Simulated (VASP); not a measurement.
Input:

```yaml
crystal:
  lattice:
    - [0.00000, 3.10302, 3.10302]
    - [3.10302, 0.00000, 3.10302]
    - [3.10302, 3.10302, 0.00000]
  atoms:
    - { symbol: Cd, position: [0.00000, 0.00000, 0.00000] }
    - { symbol: Se, position: [0.25000, 0.25000, 0.25000] }
```

Method: PBE GGA, VASP's PBE PAW potentials (set 64) (plane waves; VASP). Run with 520 eV cut-off, Gaussian smearing of 0.050 eV, potentials Cd Se.

Q: Give the energies of bands 7 to 11 at the high-symmetry points, in eV from the valence-band maximum.

A: 
| band | Γ | X | U | L | W |
|---|---|---|---|---|---|
| 7 | 0.00 | -3.81 | -3.74 | -4.05 | -3.71 |
| 8 | 0.00 | -1.66 | -2.27 | -0.67 | -2.02 |
| 9 | 0.00 | -1.66 | -1.35 | -0.67 | -1.96 |
| 10 | 0.48 | 3.25 | 3.70 | 2.31 | 4.77 |
| 11 | 5.93 | 3.69 | 5.03 | 6.42 | 5.22 |

The gap is direct, 0.48 eV, from the valence maximum at Γ to the conduction minimum at Γ.

The compound is CdSe in the zinc blende structure, whereas wurtzite is the usual form. It was relaxed first, which changed the volume by +8 %.
